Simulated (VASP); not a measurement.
Given:

AlRu is taken in the cubic space group Pm-3m (No. 221), the CsCl type structure, Pearson symbol cP2. Conventional cell: a = b = c = 2.9824 Å, α = β = γ = 90.00°. Al on 1b is coordinated by 8 Ru at 2.583 Å and 6 Al at 2.982 Å. Ru on 1a has 8 Al at 2.583 Å and 6 Ru at 2.982 Å. (Neighbours: up to the widest gap in distance over summed covalent radii, below 1.35, at either atom.)

These are vdW-DF-cx, VASP's PBE PAW potentials (set 64) (plane waves; VASP) values and carry that method's errors. Run with 520 eV cut-off, 12×12×12 Γ-centred mesh, first-order Methfessel-Paxton smearing of 0.10 eV, potentials Al Ru_pv.

**Question.** Give the energy at these volumes per atom, relative to the lowest: 12.47, 12.87, 13.27, 13.67, 14.07 Å³.

**Answer.** 35.6, 8.3, 0.0, 7.8, 29.4 meV/atom. A third-order Birch-Murnaghan fit gives B0 = 216 GPa and B0′ = 4.4.

The compound is RuAl in the CsCl type structure. It was relaxed first.
